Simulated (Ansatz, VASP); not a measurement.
## One calculation of Mn2InN2, two programs

```xyz
5
Lattice="2.7584 -1.6019 0.0000 2.7584 1.6019 0.0000 -0.0227 0.0000 7.3567" Properties=species:S:1:pos:R:3 pbc="T T T"
In   -0.0113    0.0000    3.6783
Mn    3.6564    0.0000    6.5157
Mn    1.8376    0.0000    0.8410
N     3.6815    0.0000    1.1174
N     1.8126    0.0000    6.2392
```

Change from the starting cell: volume scaled by 0.98.

Alike in both runs: task single point; functional PBE; k mesh 10 × 10 × 4; occupations fermi-dirac, width 0.05 eV; collinear spin, ferromagnetic start.

|  | VASP | Ansatz |
| --- | --- | --- |
| version | VASP 6.6.1 | Ansatz 0.2.0 |
| potentials or method | VASP PAW PBE potentials, release 64 (In_d, Mn_pv, N) | Ansatz PAW |
| plane-wave cutoff (eV) | 520 | 420 |
| valence electrons in the cell | 49 | 53 |

VASP gave:

| Quantity | Value |
| --- | --- |
| gap on the k mesh at the Fermi level (eV) | none |
| pressure (GPa) | 3.1 |
| largest component of the traceless stress (GPa) | 1.27 |
| rms of the force components (eV/Å) | 0.062 |
| net moment per atom (μB) | 0.55 |
| size of the moment on the site where the two differ most (μB) | 1.42 |

Problem. What did Ansatz give for the same quantities?

Solution. gap on the k mesh at the Fermi level (eV): none; pressure (GPa): 2.7; largest component of the traceless stress (GPa): 1.11; rms of the force components (eV/Å): 0.038; net moment per atom (μB): 0.55; size of the moment on the site where the two differ most (μB): 1.22.

Site moments also hang on the region over which each program counts them. Atom by atom the forces differ by 0.025 eV/Å (rms over components). A gap of «none» marks a metal or a gap that the smearing closes. With one functional, cell and mesh, what is left measures potentials, basis and numerics. The two sets of potentials don't hold the same shells in valence.

Caveats: only a ferromagnetic start was run, and an antiferromagnetic order may lie lower in energy; the pressure holds a Pulay correction of +0.3 GPa for the finite cutoff (Ansatz).
